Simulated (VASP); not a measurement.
Level of theory: PBEsol GGA, VASP's PBE PAW potentials (set 64) (plane waves; VASP).

VASP ran on this input.

### INCAR
```
! general
SYSTEM  = GaN
PREC    = Accurate
ENCUT   = 620   ! plane-wave cut-off (eV)
LREAL   = F   ! projection in real space or not
LASPH   = T

! electronic loop
EDIFF   = 1E-6   ! SCF stop (eV)
NELM    = 100
ALGO    = Normal
LMAXMIX = 4   ! l cut-off of mixed one-centre charges

! smearing
ISMEAR  = 0   ! Gaussian
SIGMA   = 0.05

! functional
GGA     = PS   ! PBEsol

! ions
IBRION  = 2
NSW     = 40
ISIF    = 3   ! ions, shape and volume
EDIFFG  = -0.02
PSTRESS = 50

! output
LWAVE   = F
LCHARG  = F
```

File KPOINTS:
```
Automatic mesh
0
Gamma
10 10 10
0 0 0
```

### POSCAR
```
GaN
1
    0.0000000000     2.2290532942     2.2290532942
    2.2290532942     0.0000000000     2.2290532942
    2.2290532942     2.2290532942     0.0000000000
Ga N
1 1
Direct
  0.0000000000   0.0000000000   0.0000000000
  0.2500000000   0.2500000000   0.2500000000
```

POTCAR, in this order: Ga_d N (PBE.64 set). Program: vasp_std.

What VASP printed:

### OSZICAR
```
       N       E                     dE             d eps       ncg     rms          rms(c)
DAV:   1     0.864739608356E+02    0.86474E+02   -0.10875E+04  1363   0.275E+03
DAV:   2    -0.762762796199E+01   -0.94102E+02   -0.87897E+02  1357   0.368E+02
DAV:   3    -0.148540541795E+02   -0.72264E+01   -0.71773E+01  1422   0.932E+01
DAV:   4    -0.149792600959E+02   -0.12521E+00   -0.12513E+00  1410   0.131E+01
DAV:   5    -0.149810354139E+02   -0.17753E-02   -0.17753E-02  1429   0.140E+00    0.731E+00
DAV:   6    -0.131449356904E+02    0.18361E+01   -0.51788E+00  1888   0.503E+01    0.263E+00
DAV:   7    -0.131370532206E+02    0.78825E-02   -0.33425E-01  1227   0.726E+00    0.170E+00
DAV:   8    -0.131194788763E+02    0.17574E-01   -0.58179E-02  1452   0.375E+00    0.643E-01
DAV:   9    -0.131157438803E+02    0.37350E-02   -0.17583E-02  1880   0.340E+00    0.153E-01
DAV:  10    -0.131158153114E+02   -0.71431E-04   -0.14472E-03  1485   0.657E-01    0.550E-02
DAV:  11    -0.131157946928E+02    0.20619E-04   -0.14971E-04  1808   0.223E-01    0.120E-02
DAV:  12    -0.131157964758E+02   -0.17830E-05   -0.11016E-05  1372   0.502E-02    0.353E-03
DAV:  13    -0.131157963718E+02    0.10402E-06   -0.41831E-07   671   0.768E-03
   1 F= -.12424521E+02 E0= -.12424521E+02  d E =-.124245E+02
```

### OUTCAR
```
------------------------ aborting loop because EDIFF is reached ----------------------------------------
  FORCE on cell =-STRESS in cart. coord.  units (eV):
  Direction    XX          YY          ZZ          XY          YZ          ZX
  --------------------------------------------------------------------------------------
  Total        0.6742753      0.6742753      0.6742753     -0.0000000      0.0000000      0.0000000
  in kB       48.7704176     48.7704176     48.7704176     -0.0000000      0.0000000      0.0000000
  external PRESSURE =      -1.2295824 kB  Pullay stress =      50.0000000 kB
  volume of cell :       22.15
      direct lattice vectors                 reciprocal lattice vectors
     0.000000000  2.229053294  2.229053294    -0.224310474  0.224310474  0.224310474
     2.229053294  0.000000000  2.229053294     0.224310474 -0.224310474  0.224310474
     2.229053294  2.229053294  0.000000000     0.224310474  0.224310474 -0.224310474
  FREE ENERGIE OF THE ION-ELECTRON SYSTEM (eV)
  ---------------------------------------------------
  free  energy   TOTEN  =       -13.1157963718 eV

  energy  without entropy=      -13.1157963718  energy(sigma->0) =      -13.11579637
  enthalpy is  TOTEN    =       -12.4245214943 eV   P V=        0.6912748775

 reached required accuracy - stopping structural energy minimisation
```
(Selected blocks of OUTCAR.)

The compound is GaN in the zinc blende structure, a metastable form; wurtzite is the usual one. It was relaxed first under an external pressure of 5 GPa.
